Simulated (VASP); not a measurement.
Write the native input for VASP 6.6.1 that does the following.

```
Task                   : single point
Functional             : PBE
Potentials or basis    : VASP PAW PBE potentials, release 64 (Be, Al)
Cutoff                 : 520 eV
k mesh                 : 11 × 11 × 1
Occupations            : fermi-dirac, width 0.05 eV
Spin                   : no spin polarisation
Dipole correction      : yes
Further INCAR settings : ALGO = Normal; EDIFF = 1e-07; NBANDS = 10
```

The structure of Be2Al lies in POSCAR:

```
Be2Al
1.0
    2.5017600000      0.0000000000      0.0000000000
    0.0000000000      2.5017600000      0.0000000000
    0.0000000000      0.0000000000     29.6498500000
Be Al
2 1
Direct
    1.0000000000      1.0000000000      0.3304700000
    1.0000000000      1.0000000000      0.2091600000
    0.5000000000      0.5000000000      0.2698200000
```

The cell was built by a generator and needn't be a form met in nature.

One way to write it, as run:

INCAR

```
SYSTEM = Be2Al
PREC = Accurate
ENCUT = 520
EDIFF = 1E-7
ISMEAR = -1
SIGMA = 0.05
LREAL = .FALSE.
LASPH = .TRUE.
NELM = 60
ALGO = Normal
ISIF = 2
LWAVE = .FALSE.
LCHARG = .TRUE.
LDIPOL = .TRUE.
IDIPOL = 3
DIPOL = 0.5 0.5 0.270
GGA = PE
LELF = .TRUE.
LVHAR = .TRUE.
LVACPOTAV = .TRUE.
NBANDS = 10
```

KPOINTS

```
Automatic mesh
0
G
  11 11 1
  0 0 0
```

Potentials or basis: VASP PAW PBE potentials, release 64 (Be, Al).

Command:

```console
$ cat potpaw_PBE.64/Be/POTCAR potpaw_PBE.64/Al/POTCAR > POTCAR
$ mpirun -np 1 vasp_std > vasp.out
```

Results of the run:

```json
{
 "Largest force": "0.041 eV/Å",
 "Band gap on the k mesh": "none (metal or under the smearing width)",
 "Work function of the upper face": "4.51 eV",
 "Work function of the lower face": "4.51 eV"
}
```

Run time: 32 s on 1 thread of Intel(R) Xeon(R) 6975P-C (Granite Rapids) (shared host), peak memory 0.29 GiB.
